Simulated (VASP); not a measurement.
Given:

```yaml
crystal:
  lattice:
    - [2.84990, 0.00000, 0.00000]
    - [-1.42495, 2.46809, 0.00000]
    - [0.00000, 0.00000, 4.54395]
  atoms:
    - { symbol: Ti, position: [0.33333, 0.66667, 0.25000] }
    - { symbol: Ti, position: [0.66667, 0.33333, 0.75000] }
```

All values below come from LDA (Ceperley-Alder, Perdew-Zunger), VASP's LDA PAW potentials (set 64) (plane waves; VASP). Run with 400 eV cut-off, 16×16×9 Γ-centred mesh, tetrahedra with Blöchl corrections, potentials Ti_sv.

Q: Estimate the energy per atom (σ→0), band gap (on the k-mesh) with the smallest direct gap where there is one.

A: 
band gap (on the k-mesh): none (metal, semimetal or under 0.01 eV)
energy per atom (σ→0): -8.543 eV/atom

Total energies compare only between runs with the same potentials, cut-off and functional.

The structure comes from a computed database's Ti entry (P6_3/mmc); how it stands against other phases isn't given here. It was relaxed first, which changed the volume by -8 %.
